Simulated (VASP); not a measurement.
# GaBiC2 (P6/mmm) in VASP: a series of runs, part 2 of 2

VASP 6.6.1. Earlier steps stand in the parts before.

### Step 3. Relaxation of the atoms, LDA

Contents of INCAR:

```
SYSTEM = GaBiC2
ALGO = Normal
EDIFF = 1E-7
EDIFFG = -0.01
ENCUT = 520
IBRION = 2
ISIF = 2
ISMEAR = 0
LASPH = .True.
LCHARG = .False.
LREAL = .False.
LWAVE = .False.
NELM = 100
NSW = 40
PREC = Accurate
SIGMA = 0.05
```

Contents of KPOINTS:

```
k-points
0
Gamma
  7 7 5
  0 0 0
```

Contents of POSCAR:

```
GaBiC2
1.0
    4.2136468800      0.0000000000      0.0000000000
   -2.1068234400      3.6491252400      0.0000000000
    0.0000000000      0.0000000000      5.5996369200
Ga Bi C
1 1 2
Direct
    0.0000000000      0.0000000000      0.5000000000
    0.0000000000      0.0000000000      0.0000000000
    0.3333333300      0.6666666700      0.0000000000
    0.6666666700      0.3333333300      0.0000000000
```

Potentials or basis: VASP PAW LDA potentials, release 64 (Ga_d, Bi_d, C).

The run is started by

```bash
> cat potpaw_LDA.64/Ga_d/POTCAR potpaw_LDA.64/Bi_d/POTCAR potpaw_LDA.64/C/POTCAR > POTCAR
> mpirun -np 1 vasp_std > vasp.out
```

OUTCAR:

```text
SYSTEM = GaBiC2
   EDIFF = 1E-7
   EDIFFG = -0.01
   ENCUT = 520
   IBRION = 2
   ISIF = 2
   ISMEAR = 0
   LASPH = .True.
   LREAL = .False.
   NELM = 100
   NSW = 40
   PREC = Accurate

 ion  position               nearest neighbor table
   1  0.000  0.000  0.500-   2 2.80   2 2.80
   2  0.000  0.000  0.000-   3 2.43   4 2.43   3 2.43   4 2.43   4 2.43   3 2.43   1 2.80   1 2.80

   3  0.333  0.667  0.000-   2 2.43   2 2.43   2 2.43
   4  0.667  0.333  0.000-   2 2.43   2 2.43   2 2.43

  LATTYP: Found a hexagonal cell.
[... 800 lines left out ...]
  --------------------------------------------------------------------------------------
  -------------------------------------------------------------------------------------
  Total       -1.2218009     -1.2218009      0.8514947      0.0000000      0.0000000      0.0000000
  in kB      -22.7354869    -22.7354869     15.8447632      0.0000000      0.0000000      0.0000000
  external PRESSURE =      -9.8754035 kB  Pullay stress =       0.0000000 kB

 VOLUME and BASIS-vectors are now :
 -----------------------------------------------------------------------------
  energy-cutoff  :      520.00
  volume of cell :       86.10
      direct lattice vectors                 reciprocal lattice vectors
     4.213646880  0.000000000  0.000000000     0.237324111  0.137019139  0.000000000
    -2.106823440  3.649125240  0.000000000     0.000000000  0.274038279  0.000000000
     0.000000000  0.000000000  5.599636920     0.000000000  0.000000000  0.178583007

 POSITION                                       TOTAL-FORCE (eV/Angst)
 -----------------------------------------------------------------------------------
      0.00000      0.00000      2.79982         0.000000      0.000000      0.000000
      0.00000      0.00000      0.00000         0.000000      0.000000      0.000000
     -0.00000      2.43275      0.00000        -0.000000     -0.000000      0.000000
      2.10682      1.21638      0.00000         0.000000      0.000000      0.000000
 -----------------------------------------------------------------------------------
    total drift:                               -0.000000      0.000000      0.000000

  FREE ENERGIE OF THE ION-ELECTRON SYSTEM (eV)
  ---------------------------------------------------
  free  energy   TOTEN  =       -17.1987994815 eV

  energy  without entropy=      -17.1944204496  energy(sigma->0) =      -17.19660997

 reached required accuracy - stopping structural energy minimisation
```

OSZICAR:

```text
N       E                     dE             d eps       ncg     rms          rms(c)
DAV:   1     0.301198702790E+03    0.30120E+03   -0.18102E+04  1062   0.211E+03
DAV:   2     0.153187484723E+02   -0.28588E+03   -0.28101E+03  1164   0.490E+02
DAV:   3    -0.170687311925E+02   -0.32387E+02   -0.31789E+02  1332   0.154E+02
DAV:   4    -0.185890635082E+02   -0.15203E+01   -0.15035E+01  1380   0.334E+01
DAV:   5    -0.186503802412E+02   -0.61317E-01   -0.60950E-01  1486   0.610E+00    0.536E+00
DAV:   6    -0.173491752957E+02    0.13012E+01   -0.14617E+01  1572   0.204E+01    0.247E+00
DAV:   7    -0.172129562656E+02    0.13622E+00   -0.11109E+00  1222   0.560E+00    0.109E+00
DAV:   8    -0.172068294317E+02    0.61268E-02   -0.25572E-01  1426   0.263E+00    0.476E-01
DAV:   9    -0.171987477431E+02    0.80817E-02   -0.48264E-02  1430   0.115E+00    0.135E-01
DAV:  10    -0.171991432908E+02   -0.39555E-03   -0.45301E-03  1280   0.389E-01    0.114E-01
DAV:  11    -0.171987884767E+02    0.35481E-03   -0.21118E-03  1412   0.269E-01    0.926E-03
DAV:  12    -0.171988054448E+02   -0.16968E-04   -0.16965E-04  1494   0.856E-02    0.160E-02
DAV:  13    -0.171988005298E+02    0.49150E-05   -0.14267E-05  1436   0.294E-02    0.776E-03
DAV:  14    -0.171987995024E+02    0.10274E-05   -0.11456E-05  1402   0.171E-02    0.142E-03
DAV:  15    -0.171987994828E+02    0.19570E-07   -0.13186E-06  1164   0.601E-03    0.537E-04
DAV:  16    -0.171987994815E+02    0.13652E-08   -0.74592E-08   862   0.203E-03
   1 F= -.17198799E+02 E0= -.17196610E+02  d E =-.171988E+02
```

Wall time 44 s (1 thread of Intel Xeon Platinum 8488C (Sapphire Rapids), shared host); peak memory 0.19 GiB.

Results:

```yaml
Free_energy: -17.1988 eV
Pressure_after_relaxing: -1.0 GPa
Band_gap_on_the_k_mesh: none (metal or under the smearing width)
```

Stress tensor (GPa, compression positive):
```
-2.27  0.00  0.00
 0.00 -2.27  0.00
 0.00  0.00  1.58
```

Final structure:
```
Ga Bi C
1.0
     4.21365    0.00000    0.00000
    -2.10682    3.64913    0.00000
     0.00000    0.00000    5.59964
Ga Bi C
1 1 2
Direct
  0.00000 0.00000 0.50000
  0.00000 0.00000 0.00000
  0.33333 0.66667 0.00000
  0.66667 0.33333 0.00000
```

Levels at points of the mesh, in eV from the Fermi level:
```csv
k point,band 14,band 15,band 16,band 17,band 18,band 19,band 20,band 21,band 22
"(0.00, 0.00, 0.00)",-5.00,-4.12,-2.72,-2.72,-2.67,-2.67,0.95,1.31,3.69
```

Caveat: the relaxation stopped at its first step, so nothing moved; spin-orbit coupling is left out, which moves the levels of the heavy elements.

### Step 4. For comparison

An earlier run on the cell as given: functional PBE; potentials or basis VASP PAW PBE potentials, release 64 (Ga_d, Bi_d, C); cutoff 520 eV; k mesh 7 × 7 × 5; occupations fermi-dirac, width 0.05 eV; no spin polarisation.

- Pressure: 3.2 GPa
- Band gap on the k mesh: none (metal or under the smearing width)

### Step 5. The runs side by side

```tsv
task	level	potentials or basis	cell	cutoff (eV)	smearing	gap on the mesh (eV)	pressure (GPa)
relaxation of cell and atoms	PBE	VASP PAW PBE potentials, release 64 (Ga_d, Bi_d, C)	relaxed	600	gaussian 0.05 eV	none	0.0
relaxation of the atoms	LDA	VASP PAW LDA potentials, release 64 (Ga_d, Bi_d, C)	atoms relaxed	520	gaussian 0.05 eV	none	-1.0
single point	PBE	VASP PAW PBE potentials, release 64 (Ga_d, Bi_d, C)	as given	520	fermi-dirac 0.05 eV	none	3.2
```

Alike in all rows: no spin polarisation; k mesh 7 × 7 × 5.

Caveats: spin-orbit coupling is left out, which moves the levels of the heavy elements; this functional lacks dispersion, which binds the layers, so the pressure and a relaxed spacing across them are unreliable (some runs); the relaxation stopped at its first step, so nothing moved (some runs).

Absolute energies hang on the potentials; compare differences alone.
